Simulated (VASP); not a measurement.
```xyz
1
Lattice="-1.6500 1.6500 1.6500 1.6500 -1.6500 1.6500 1.6500 1.6500 -1.6500" Properties=species:S:1:pos:R:3 pbc="T T T"
Nb     0.0000     0.0000     0.0000
```

The base run (VASP): PBE GGA, plane waves, VASP's PBE PAW potentials (set 64). Settings: 400 eV cut-off, 14×14×14 Γ-centred mesh, first-order Methfessel-Paxton smearing of 0.10 eV, potentials Nb_sv.

One setting is varied; ΔE counts from the most expensive setting. The base run took about 6 core-seconds. Times come from single runs on busy shared machines, so they are rough: good to a factor of about 2.

The pressure holds a Pulay error that falls with the cut-off, as the column shows.

| setting | cost over the base run | electronic steps | ΔE (meV/atom) | pressure (GPa) |
|---|---|---|---|---|
| ENCUT = 300 | (withheld) | (withheld) | (withheld) | (withheld) |
| ENCUT = 350 | within a factor of 2 | 12 | 9.9 | 0.73 |
| base run | reference | 12 | 3.0 | 0.83 |
| ENCUT = 500 | within a factor of 2 | 12 | 0.3 | 1.39 |
| ENCUT = 600 | within a factor of 2 | 12 | 0.3 | 1.46 |
| ENCUT = 650 | within a factor of 2 | 12 | 0.2 | 1.47 |
| ENCUT = 700 | about 2 times | 12 | 0.0 | 1.48 |

### Question
Some entries are withheld; supply them.

### Answer

- ENCUT = 300, cost over the base run: about 1/2
- ENCUT = 300, electronic steps: 13
- ENCUT = 300, ΔE (meV/atom): 15.3
- ENCUT = 300, pressure (GPa): 0.35

Left out are runs that failed, have no time on record or changed the cell.

The compound is Nb in the bcc structure. The cell was not relaxed at this level.
